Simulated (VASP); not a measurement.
OSZICAR of a VASP run on Rb (bcc):

**OSZICAR**
```
       N       E                     dE             d eps       ncg     rms          rms(c)
DAV:   1     0.486537747347E+02    0.48654E+02   -0.33457E+03   464   0.824E+02
DAV:   2     0.145577810909E+01   -0.47198E+02   -0.47030E+02   520   0.142E+02
DAV:   3    -0.869939113630E+00   -0.23257E+01   -0.23255E+01   632   0.383E+01
DAV:   4    -0.927326696249E+00   -0.57388E-01   -0.57229E-01   768   0.496E+00
DAV:   5    -0.927841471172E+00   -0.51477E-03   -0.51473E-03   696   0.314E-01    0.125E+00
DAV:   6    -0.928338507063E+00   -0.49704E-03   -0.17711E-03   720   0.286E-01    0.755E-01
DAV:   7    -0.929237220112E+00   -0.89871E-03   -0.34045E-03   648   0.401E-01    0.456E-02
DAV:   8    -0.929348398225E+00   -0.11118E-03   -0.13521E-04   624   0.115E-01    0.135E-02
DAV:   9    -0.929355971746E+00   -0.75735E-05   -0.68952E-06   784   0.223E-02    0.421E-03
DAV:  10    -0.929355656847E+00    0.31490E-06   -0.22959E-06   584   0.991E-03
   1 F= -.10048182E+01 E0= -.10043291E+01  d E =-.100482E+01
       N       E                     dE             d eps       ncg     rms          rms(c)
DAV:   1    -0.932217407204E+00   -0.28614E-02   -0.75460E-02   464   0.206E+00    0.256E-01
DAV:   2    -0.929866509811E+00    0.23509E-02   -0.56378E-03   496   0.634E-01    0.127E-01
DAV:   3    -0.929108429871E+00    0.75808E-03   -0.40156E-03   688   0.399E-01    0.265E-02
DAV:   4    -0.929122881262E+00   -0.14451E-04   -0.69244E-05   592   0.805E-02    0.153E-02
DAV:   5    -0.929143280057E+00   -0.20399E-04   -0.11102E-05   760   0.394E-02    0.945E-03
DAV:   6    -0.929145574209E+00   -0.22942E-05   -0.21234E-06   512   0.152E-02    0.198E-03
DAV:   7    -0.929145006020E+00    0.56819E-06   -0.19561E-07   320   0.530E-03
   2 F= -.10051801E+01 E0= -.10046881E+01  d E =-.361915E-03
       N       E                     dE             d eps       ncg     rms          rms(c)
DAV:   1    -0.940226072606E+00   -0.11080E-01   -0.28800E-01   480   0.403E+00    0.502E-01
DAV:   2    -0.931185073889E+00    0.90410E-02   -0.21437E-02   480   0.124E+00    0.247E-01
DAV:   3    -0.928333573785E+00    0.28515E-02   -0.15209E-02   688   0.774E-01    0.508E-02
DAV:   4    -0.928382759742E+00   -0.49186E-04   -0.24045E-04   544   0.156E-01    0.295E-02
DAV:   5    -0.928449815720E+00   -0.67056E-04   -0.40365E-05   800   0.747E-02    0.186E-02
DAV:   6    -0.928456609843E+00   -0.67941E-05   -0.10176E-05   792   0.318E-02    0.385E-03
DAV:   7    -0.928455665159E+00    0.94468E-06   -0.39032E-07   304   0.807E-03
   3 F= -.10056151E+01 E0= -.10051170E+01  d E =-.796896E-03
       N       E                     dE             d eps       ncg     rms          rms(c)
DAV:   1    -0.974261995063E+00   -0.45805E-01   -0.11783E+00   472   0.816E+00    0.102E+00
DAV:   2    -0.936837886823E+00    0.37424E-01   -0.87244E-02   464   0.252E+00    0.497E-01
DAV:   3    -0.925439509956E+00    0.11398E-01   -0.61322E-02   688   0.155E+00    0.100E-01
DAV:   4    -0.925636542730E+00   -0.19703E-03   -0.91713E-04   544   0.311E-01    0.586E-02
DAV:   5    -0.925900766276E+00   -0.26422E-03   -0.19860E-04   792   0.162E-01    0.365E-02
DAV:   6    -0.925913784674E+00   -0.13018E-04   -0.30883E-05   824   0.565E-02    0.488E-03
DAV:   7    -0.925912851351E+00    0.93332E-06   -0.23544E-06   528   0.180E-02
   4 F= -.10053631E+01 E0= -.10048503E+01  d E =-.544903E-03
       N       E                     dE             d eps       ncg     rms          rms(c)
DAV:   1    -0.949648219621E+00   -0.23734E-01   -0.53889E-01   464   0.551E+00    0.681E-01
DAV:   2    -0.933229373468E+00    0.16419E-01   -0.40894E-02   464   0.169E+00    0.344E-01
DAV:   3    -0.927672462168E+00    0.55569E-02   -0.29694E-02   680   0.109E+00    0.746E-02
DAV:   4    -0.927730571835E+00   -0.58110E-04   -0.53967E-04   536   0.225E-01    0.422E-02
DAV:   5    -0.927819043250E+00   -0.88471E-04   -0.67693E-05   856   0.999E-02    0.267E-02
DAV:   6    -0.927820785296E+00   -0.17420E-05   -0.22647E-05   784   0.452E-02    0.718E-03
DAV:   7    -0.927822724960E+00   -0.19397E-05   -0.58938E-07   304   0.988E-03    0.784E-04
DAV:   8    -0.927822648700E+00    0.76260E-07   -0.77827E-08   256   0.222E-03
   5 F= -.10057007E+01 E0= -.10051983E+01  d E =-.882500E-03
```

### Question
Which electronic solver shows in the log?

### Answer
It is blocked Davidson (ALGO = Normal, or the opening steps of other solvers). The INCAR had ALGO = Normal.

### Question
Can the final energy be trusted as converged?

### Answer
The run converged. It stopped with EDIFF = 1E-6, NELM = 100, NSW = 60 and EDIFFG = -0.01 after 5 ionic steps (PBE GGA with D4 dispersion, plane waves, VASP's PBE PAW potentials (set 64)). Energy and stress use the plane-wave basis of the starting cell.

The compound is Rb in the bcc structure. This run relaxes it. Symmetry was kept, so distortions that lower it aren't found.
